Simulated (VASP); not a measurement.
All values below come from PBEsol GGA, VASP's PBE PAW potentials (set 64) (plane waves; VASP).

A VASP calculation is set up with these files.

### KPOINTS
```
Automatic mesh
0
Gamma
5 4 1
0 0 0
```

POSCAR:
```
CdF2(110) slab
1
    3.8181095045     0.0000000000     0.0000000000
    0.0000000000     5.3996216072     0.0000000000
    0.0000000000     0.0000000000    26.4811037841
F Cd
12 6
Direct
  1.0000000000   0.2634915926   0.3180422735
  0.0000000000   0.7365084074   0.3180422735
  0.5000000000   0.2455225025   0.3929112413
  0.0000000000   0.2498239785   0.4630985758
  0.0000000000   0.7501760215   0.4630985758
  0.5000000000   0.7544774975   0.3929112413
  0.5000000000   0.2501760215   0.5369014242
  0.0000000000   0.2544774975   0.6070887587
  1.0000000000   0.7455225025   0.6070887587
  0.5000000000   0.7498239785   0.5369014242
  0.5000000000   0.2365084074   0.6819577265
  0.5000000000   0.7634915926   0.6819577265
  0.5000000000   0.5000000000   0.3253672835
  0.0000000000   0.0000000000   0.3880968665
  0.5000000000   0.5000000000   0.4655550628
  0.0000000000   0.0000000000   0.5344449372
  0.5000000000   0.5000000000   0.6119031335
  0.0000000000   0.0000000000   0.6746327165
```

INCAR:
```
# general
SYSTEM  = CdF2(110) slab
PREC    = Normal
ENCUT   = 450
LREAL   = Auto
LASPH   = T

# electronic loop
EDIFF   = 1E-6
NELM    = 100
NELMIN  = 4
ALGO    = Normal
LMAXMIX = 4

# smearing
ISMEAR  = 0
SIGMA   = 0.05

# functional
GGA     = PS

# output
LWAVE   = F
LCHARG  = F
LORBIT  = 11
LVHAR   = T

# other
LDIPOL  = T
IDIPOL  = 3
DIPOL   = 0.5 0.5 0.5
```

POTCAR, in this order: F Cd (PBE.64 set). Program: vasp_std. Read from the step before: WAVECAR.

Q: Estimate the energy per atom (σ→0).

A: 
```
Quantity                       Result
---------------------  --------------
energy per atom (σ→0)  -3.782 eV/atom
```

OSZICAR:
```
       N       E                     dE             d eps       ncg     rms          rms(c)
DAV:   1    -0.680846891386E+02   -0.68085E+02   -0.13014E-05  1698   0.228E-02    0.510E-03
DAV:   2    -0.680846889091E+02    0.22950E-06   -0.18590E-06  1292   0.108E-02    0.170E-03
DAV:   3    -0.680846888119E+02    0.97216E-07   -0.30461E-07  1123   0.286E-03    0.853E-04
DAV:   4    -0.680846887430E+02    0.68905E-07   -0.96421E-08  1095   0.200E-03
   1 F= -.68084689E+02 E0= -.68084689E+02  d E =-.463227E-19
```

The cell is a thin slab with vacuum, built from CdF2 (fluorite): (110) face.
